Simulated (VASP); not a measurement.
Input:

```
CELL_PARAMETERS angstrom
      1.59224    -2.75783     0.00000
      1.59224     2.75783     0.00000
      0.00000     0.00000    12.06669
ATOMIC_POSITIONS crystal
  W  0.33333 0.66667 0.25000
  W  0.66667 0.33333 0.75000
  Se 0.33333 0.66667 0.89012
  Se 0.66667 0.33333 0.39012
  Se 0.66667 0.33333 0.10988
  Se 0.33333 0.66667 0.60988
```

All values below come from PBEsol GGA, VASP's PBE PAW potentials (set 64) (plane waves; VASP). Run with 500 eV cut-off, 8×8×2 Γ-centred mesh, Gaussian smearing of 0.050 eV, potentials W_sv Se.

Energy and stress use the plane-wave basis of the starting cell. Without a dispersion term in the relaxation, distances and binding between the weakly bound layers, chains or molecules are unreliable, and so is what depends on them.

Task: The ions, cell shape and volume at an external pressure of 20.0 GPa are relaxed. Predict the relaxed structure.

Result: 
```
CELL_PARAMETERS angstrom
      1.55976    -2.70159     0.00000
      1.55976     2.70159     0.00000
      0.00000     0.00000    11.73131
ATOMIC_POSITIONS crystal
  W  0.33333 0.66667 0.25000
  W  0.66667 0.33333 0.75000
  Se 0.33333 0.66667 0.89469
  Se 0.66667 0.33333 0.39469
  Se 0.66667 0.33333 0.10531
  Se 0.33333 0.66667 0.60531
```
Space group P6_3/mmc (194), at a tolerance of 0.03 Å.

Task: How do energy and volume change from the first to the last step?

Result: The energy (σ→0) changes by +108.5 meV/atom and the volume by -6.7 %, in 11 ionic steps.

| step | E(σ→0) (eV) | max force (eV/Å) | pressure (GPa) | volume (Å³) |
|---|---|---|---|---|
| 1 | -46.1552 | 0.013 | 10.00 | 105.97 |
| 2 | -43.1299 | 3.469 | 56.54 | 89.95 |
| 3 | -45.7495 | 0.755 | 19.48 | 101.51 |
| 4 | -45.7273 | 0.790 | 19.88 | 101.33 |
| 5 | -45.5788 | 0.231 | 20.03 | 99.61 |
| 6 | -45.5314 | 0.100 | 20.11 | 99.21 |
| 7 | -45.5189 | 0.005 | 19.91 | 98.99 |
| 8 | -45.5121 | 0.022 | 19.85 | 98.93 |
| 9 | -45.5113 | 0.025 | 19.84 | 98.93 |
| 10 | -45.4836 | 0.044 | 20.54 | 98.71 |
| 11 | -45.5039 | 0.006 | 20.03 | 98.87 |

The compound is WSe2 in the 2H layered structure. This run relaxes it under an external pressure of 20 GPa. Symmetry was kept, so distortions that lower it aren't found.
